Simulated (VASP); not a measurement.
Input of a VASP 6.6.1 run:

Contents of INCAR:

```
SYSTEM = Tc3Sn
ALGO = Fast
EDIFF = 1E-7
ENCUT = 520
GGA = PS
ISIF = 2
ISMEAR = -1
LASPH = .True.
LCHARG = .False.
LREAL = .False.
LWAVE = .False.
NBANDS = 34
NELM = 100
PREC = Accurate
SIGMA = 0.05
```

File KPOINTS:

```
k-points
0
Gamma
  6 6 6
  0 0 0
```

Contents of POSCAR:

```
Tc3Sn
1.0
    4.4258727113      0.0000000000      0.0000000000
    2.2129363557      3.8329182019      0.0000000000
    2.2129363557      1.2776394006      3.6137099364
Tc Sn
3 1
Direct
    0.2500000000      0.2500000000      0.2500000000
    0.7500000000      0.7500000000      0.7500000000
    0.5000000000      0.5000000000      0.5000000000
    0.0000000000      0.0000000000      0.0000000000
```

Potentials or basis: VASP PAW PBE potentials, release 64 (Tc_pv, Sn_d).

Run with:

```bash
$ cat potpaw_PBE.64/Tc_pv/POTCAR potpaw_PBE.64/Sn_d/POTCAR > POTCAR
$ mpirun -np 1 vasp_std > vasp.out
```

**Question.** Estimate the pressure.

**Answer.** -0.3 GPa.

**Question.** What does it give for the band gap on the k mesh?

**Answer.** None (metal or under the smearing width).

Caveat: the PAW data sets were made with another functional, which shifts forces and pressure a little.
